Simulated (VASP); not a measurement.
The input files of a VASP run:

**INCAR**
```
SYSTEM  =  CaSe
PREC  =  Accurate; ENCUT  =  400; LREAL  =  .FALSE.
LASPH  =  .TRUE.
EDIFF  =  1E-6; NELM  =  100; ALGO  =  Normal
LMAXMIX  =  4
ISMEAR  =  0; SIGMA  =  0.05
GGA  =  PE
IBRION  =  2; NSW  =  60; ISIF  =  3
EDIFFG  =  -0.01
LWAVE  =  .FALSE.; LCHARG  =  .FALSE.
```

KPOINTS:
```
Automatic mesh
0
Gamma
6 6 6
0 0 0
```

**POSCAR**
```
CaSe
1
    3.8480000000     0.0000000000     0.0000000000
    0.0000000000     3.8480000000     0.0000000000
    0.0000000000     0.0000000000     3.8480000000
Ca Se
1 1
Direct
  0.0000000000   0.0000000000   0.0000000000
  0.5000000000   0.5000000000   0.5000000000
```

POTCAR, in this order: Ca_sv Se (PBE.64 set). Program: vasp_std.

Task: Translate this PBE calculation to Ansatz.

Result: One equivalent input (not run):
Ansatz 0.2 input:
```yaml
crystal:
  lattice:
    - [3.8480000, 0.0000000, 0.0000000]
    - [0.0000000, 3.8480000, 0.0000000]
    - [0.0000000, 0.0000000, 3.8480000]
  atoms:
    - { symbol: Ca, position: [0.0000000, 0.0000000, 0.0000000] }
    - { symbol: Se, position: [0.5000000, 0.5000000, 0.5000000] }
kpoints:
  mp_grid: { grid: [6, 6, 6] }
hamiltonian:
  xc: pbe
  pseudopotentials: { kind: paw }
scf:
  occupations: { method: gaussian, width: 0.05 }
  max_iter: 100
relax:
  max_steps: 60
  f_tol: 0.01
  cell: {}
output: { forces: true, stress: true, eigenvalues: true }
```
Limits of the translation: each code has its own PAW files, so the cut-off isn't converted (ENCUT is set for VASP's; basis.ecutwfc is left out, and Ansatz then takes the one that its files recommend); Ansatz stops its SCF on the density residual and VASP on the energy change (EDIFF).

The structure was generated: CaSe was put into the CsCl type type (Pm-3m), which need not be its known phase. This run relaxes it. Symmetry was kept, so distortions that lower it aren't found.
